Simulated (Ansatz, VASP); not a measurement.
**CaB6: VASP beside Ansatz**

One calculation is typed for both programs; each brings its own data sets. How far apart do they land? The cell is taken from a series of runs on this material, whose earlier steps may have relaxed, scaled, displaced or heated it; both programs get it as it stands.

Program: Ansatz 0.2.0. Level of theory: plane waves, with VASP 6.6.1 beside it; r2SCAN and r2SCAN with rVV10. Results are calculated unless marked as measured.

## (1) The starting structure

It takes space group Pm-3m (No. 221, cubic). The conventional cell has a = 4.145 Å, b = 4.145 Å, c = 4.145 Å, α = 90.00°, β = 90.00°, γ = 90.00°. Nearest to Ca lie 24 B at 3.05 Å. B has 6 B at 1.72 to 2.43 Å and 4 Ca at 3.05 Å nearest. Farther neighbours are not listed.

## (2) Ansatz: relaxation of cell and atoms, r2SCAN

Ansatz runs on its default PAW (the set named soft_2) files.

The relaxed volume is the usual yardstick between codes: in a stiff, nearly cubic crystal its relative difference is about their pressure difference at one cell divided by the bulk modulus.

input.yaml

```yaml
crystal:
  lattice:
    - [4.145, 0.0, 0.0]
    - [0.0, 4.145, 0.0]
    - [0.0, 0.0, 4.145]
  atoms:
    - { symbol: Ca, position: [0.5, 0.5, 0.5] }
    - { symbol: B, position: [0.0, 0.0, 0.293] }
    - { symbol: B, position: [0.0, 0.0, 0.707] }
    - { symbol: B, position: [0.293, 0.0, 0.0] }
    - { symbol: B, position: [0.707, 0.0, 0.0] }
    - { symbol: B, position: [0.0, 0.293, 0.0] }
    - { symbol: B, position: [0.0, 0.707, 0.0] }
kpoints:
  mp_grid: { grid: [8, 8, 8] }
hamiltonian:
  xc: r2scan
scf:
  occupations: { method: gaussian, width: 0.01 }
output:
  forces: true
  stress: true
  eigenvalues: true
relax:
  adjacent_minimum: "off"
  f_tol: 0.005
  max_steps: 60
  cell: { stress_tol: 0.03 }
```

The run is started by

```bash
ansatz run input.yaml --threads 4 --pin off --max-ram 16384MiB --backend cpu --events-out ev --progress --plain --runs-dir out
```

Numbers of over 12 decimals in the logs are rounded to 6 here.

The program printed:

```text
Engine: ansatz 0.2.0, aarch64-unknown-linux-gnu
Pseudopotentials: kind: paw
Pseudopotential: Ca, paw, valence charge 10, recommended cutoff 500 eV (meta_gga), Ca.paw.azcp
Pseudopotential: B, paw, valence charge 3, recommended cutoff 500 eV (meta_gga), B.paw.azcp
Functional definition: r2SCAN
  parameter k0 = 0.174
  parameter k1 = 0.065
  parameter a1 = 4.9479
  exchange = r2scan_x(k0 = k0, k1 = k1, a1 = a1)
  correlation = r2scan_c
Crystal: 7 atoms, lattice volume = 71.215 Å³
Basis set: ecut = 500 eV, 1839 PW (Γ), exchange–correlation on 128×128×128 points (64 copies of the dense FFT grid, shifted against one another)
Bands: 21, of which v1, the nominal top of the filled ones, is band 14 counted from 1 (13 counted from 0)
Symmetry: 48 space group operations
Space group: Pm-3m (ITA 221), of the structure as read, at distance tolerance 4.1e-5 Å
k-points: 35 of 512
Non-local potential: Ca, projectors of the file, l = 0: 3, l = 1: 2, l = 2: 2
Non-local potential: B, projectors of the file, l = 0: 2, l = 1: 2, l = 2: 1
PAW form: soft (Blöchl's): semilocal exchange-correlation on the pseudo side does not see the compensation charge
PAW frozen core: Ca, regenerated for the run's functional (the file was generated under x = pbe(κ = 0.804, μ = 0.219515), c = pbe(β = 0.066725))
PAW frozen core: B, regenerated for the run's functional (the file was generated under x = pbe(κ = 0.804, μ = 0.219515), c = pbe(β = 0.066725))
PAW one-centre angular grid: Ca, 302 points (default); XC on 160 Gauss nodes
PAW one-centre angular grid: B, 302 points (default); XC on 160 Gauss nodes
Initial density: superposition of atomic densities (neutral atoms: chi_scale 0, normalization atom), corrected by the library's trained network
Initial wavefunctions: pseudopotential atomic-orbital guess
Functional: x = r2scan, c = r2scan; τ floored in thin density (d = 2e-4 eV/Å³)
SCF iter   1: F=—  HF=-2764.146342 eV  |F-HF|=—  |Δ(HF+E_count)|=         —  Δρ=5.38e-3  dr2=1.27e-2  dr2_τ=9.43e-1  ethr=1.77e-3  ⟨swp⟩=8.4  Hψ=4876  notcnv=0
preconditioner: auto → Resta (q_TF=auto, 2.335 Å⁻¹)  ε∞=4.5  [insulator: Δε(μ)=0.322 eV  Ē_g=10.533 eV  σ=0.010 eV  W_gap=1.00  n_scr=18 (ndim 8)  ℏωp=19.7 eV  f_vac=0.000  D(μ)=0.00/eV (n_scr^D=0)  ε∞_Penn≈4.5]
SCF iter   2: F=—  HF=-2764.255598 eV  |F-HF|=—  |Δ(HF+E_count)|=   1.09e-1  Δρ=3.79e-3  dr2=6.44e-3  dr2_τ=9.38e-5  ethr=4.53e-5  ⟨swp⟩=3.0  Hψ=1796  notcnv=0  defer=61
SCF iter   3: F=—  HF=-2764.255442 eV  |F-HF|=—  |Δ(HF+E_count)|=   1.57e-4  Δρ=6.15e-4  dr2=1.66e-4  dr2_τ=9.40e-5  ethr=2.30e-5  ⟨swp⟩=3.0  Hψ=1485  notcnv=0  defer=61
SCF iter   4: F=—  HF=-2764.255522 eV  |F-HF|=—  |Δ(HF+E_count)|=   7.99e-5  Δρ=1.48e-4  dr2=1.25e-5  dr2_τ=1.02e-6  ethr=5.92e-7  ⟨swp⟩=2.1  Hψ=1315  notcnv=0  defer=61
SCF iter   5: F=—  HF=-2764.255527 eV  |F-HF|=—  |Δ(HF+E_count)|=   5.52e-6  Δρ=2.90e-5  dr2=5.11e-7  dr2_τ=3.43e-8  ethr=4.46e-8  ⟨swp⟩=2.0  Hψ=1150  notcnv=0  defer=61
SCF iter   6: F=-2764.255528 eV  HF=-2764.255528 eV  |F-HF|=4.12e-9  |Δ(HF+E_count)|=   4.63e-7  Δρ=2.89e-6  dr2=7.58e-9  dr2_τ=3.00e-10  ethr=3.57e-10  ⟨swp⟩=9.9  Hψ=3657  notcnv=0
SCF 1 converged in 6 iterations: F = -2764.255528 eV  dr2 = 7.58e-9
  greatest PAW one-centre occupation: 0.994 electrons in one spin orbital (limit 2), on the Ca atom at site 0 (counted from 0), in its partial waves of l = 0
relax step   1: F+E_penalty+E_count = -2764.25552753 eV  Δ(F+E_penalty+E_count) = +0.000e0 eV  max|allowed force component| = 1.312e0 eV/Å  Δτ_max = 0.0000 Å  P = +0.903 GPa  Ω = 71.215 Å³  (6 SCF iters, dr2 threshold 1.00e-7 eV, accepted)
[...]
relax step   2: F+E_penalty+E_count = -2764.31600688 eV  Δ(F+E_penalty+E_count) = -6.048e-2 eV  max|allowed force component| = 6.561e-1 eV/Å  Δτ_max = 0.0111 Å  P = +1.485 GPa  Ω = 70.498 Å³  energy of the carried Pulay correction = +7.167e-5 eV  (5 SCF iters, dr2 threshold 7.00e-7 eV, accepted)
[...]
relax step   3: F+E_penalty+E_count = -2764.33670912 eV  Δ(F+E_penalty+E_count) = -2.070e-2 eV  max|allowed force component| = 3.345e-2 eV/Å  Δτ_max = 0.0096 Å  P = +0.167 GPa  Ω = 70.727 Å³  energy of the carried Pulay correction = +4.870e-5 eV  (5 SCF iters, dr2 threshold 7.00e-7 eV, accepted)
[...]
relax step   4: F+E_penalty+E_count = -2764.33677816 eV  Δ(F+E_penalty+E_count) = -6.904e-5 eV  max|allowed force component| = 4.341e-4 eV/Å  Δτ_max = 0.0004 Å  P = -0.003 GPa  Ω = 70.789 Å³  energy of the carried Pulay correction = +4.255e-5 eV  (4 SCF iters, dr2 threshold 6.99e-8 eV, accepted)
[...]
relax step   5: F+E_penalty+E_count = -2764.33672985 eV  Δ(F+E_penalty+E_count) = +4.831e-5 eV  max|allowed force component| = 4.763e-4 eV/Å  Δτ_max = 0.0000 Å  P = -0.004 GPa  Ω = 70.789 Å³  stress off target by 3.54e-3 GPa  SCF on the basis re-selected at this cell (its energy is not comparable with the rows above)  (5 SCF iters)
basis re-selected at this cell: Δ(F+E_penalty+E_count) = +4.831e-5 eV, ΔP = -0.000 GPa vs the last step (what re-selecting the basis moved, of the pressure what is left beyond the Pulay correction that the steps carried, after the strain that the cell walked since its last selection, with what the two solves' SCF thresholds leave and, on support functions, any second-order correction that the steps lacked; it is no m [...]
SCF converged after 5 iterations
Free energy (F): -2764.336730 eV
Harris-Foulkes:  -2764.336730 eV  (|F-HF|=9.09e-13)
Internal energy: -2764.336730 eV  (E = F + TS)
E sigma→0 (E₀):  -2764.336730 eV
Fermi energy:    8.465140 eV
--- Per-component energies (eV) ---
  E_band       = -106.574145
  E_kinetic    = 577.319154
  E_local      = -856.913771  (includes V_loc(G=0)·N_el)
  E_nonlocal   = 130.367357
  E_hartree    = 271.102666
  E_xc         = -327.747944
  E_vxc        = -445.238226  (∫ρ·V_xc dr)
  E_paw        = -1344.255445  (= ΣΔE_a)
  E_vpaw       = -78.077450  (= ΣTr[D̂ρ^β])
  E_aug_tail   = -0.000013  (compensation charges beyond the density's cutoff)
  E_vtau       = 23.763517  (kinetic-family band-sum trace: ∫τ·v_τ [+ j·A + Jᵃ·Aᵃ] dr)
  E_ewald      = -1213.877416
  E_core_change = -0.331318  (= ΣΔE_core)
  E_smearing   = -0.000000  (= −TS)
  E_closure    = -0.000000  (closes the sum)
  Σ components = -2764.336730   (vs F -2764.336730, Δ=0.00e0)
--- Forces (eV/Å), atoms counted from 1 ---
  atom   1  Ca     0.00000000     0.00000000    -0.00000000
  atom   2  B     -0.00000000     0.00000000    -0.00047627
  atom   3  B      0.00000000    -0.00000000     0.00047627
  atom   4  B     -0.00047627    -0.00000000    -0.00000000
  atom   5  B      0.00047627     0.00000000     0.00000000
  atom   6  B      0.00000000    -0.00047627     0.00000000
  atom   7  B     -0.00000000     0.00047627    -0.00000000
  max |Σ_I F_I| component: 6.94e-18 eV/Å
--- Stress (GPa, compression-positive) ---
       -0.003539      -0.000000      -0.000000
       -0.000000      -0.003539       0.000000
       -0.000000       0.000000      -0.003539
  P = ⅓ Tr σ = -0.0035 GPa (-0.035 kbar)
--- Band table (eV; the first three rows and the last of 35) ---
  k-point 0: bands = [... 10 lower, 2.6886, 8.0990, 8.0990, 8.0990, 11.4162, 11.4162, 11.4162, 12.1039, ... 3 higher]
  k-point 1: bands = [... 10 lower, 3.4978, 7.6303, 7.6303, 8.1503, 10.4516, 11.9086, 11.9086, 12.2171, ... 3 higher]
  k-point 2: bands = [... 10 lower, 4.8591, 6.7950, 6.7950, 8.2831, 9.4086, 12.2248, 12.2248, 12.4943, ... 3 higher]
  k-point 34: bands = [... 10 lower, 3.7945, 7.2883, 7.2883, 7.2883, 13.2237, 13.5060, 13.5060, 13.6457, ... 3 higher]
--- Relaxed structure (4 steps of the walk, 4 accepted, 1 SCFs on fresh bases) ---
  F+E_penalty+E_count = -2764.33672985 eV   max|allowed force component| = 4.763e-4 eV/Å   (the final SCF, on the basis selected at the relaxed cell)
  cell:  # Å, volume = 70.7887 Å³
    - [4.136707, 0, 0]
    - [0, 4.136707, 0.0]
    - [0, 0.0, 4.136707]
  atoms:
    - { symbol: Ca, position: [0.5, 0.5, 0.5] }
    - { symbol: B, position: [0, -1.195742530399315e-19, 0.298096] }
    - { symbol: B, position: [0, -1.1957425303993147e-19, 0.701904] }
    - { symbol: B, position: [0.298096, -1.195742530399314e-19, -1.8122972726364624e-19] }
    - { symbol: B, position: [0.701904, -1.1957425303993155e-19, -1.8122972726364624e-19] }
    - { symbol: B, position: [0, 0.298096, -1.8122972726364622e-19] }
    - { symbol: B, position: [0, 0.701904, -1.8122972726364624e-19] }
```

Reading the cycles: dr2 is the Hartree energy of the density residual (eV), the measure of convergence; HF is the Harris–Foulkes estimate of the energy, which meets the free energy F at convergence.

(Continued in part 2 of 2.)

[Lines on the potential files, build, host, timing and source positions are cut from VASP's logs without a mark.]

[Logs are printed without paths, hosts, clocks, repeated set-up lines and the standing remarks that a program may print on its own settings, such as how far it seeks lower states.]

[Hosts, paths, dates, database ids (printed as entryN), source tags and the programs' standing remarks are cut or masked in the printed files.]
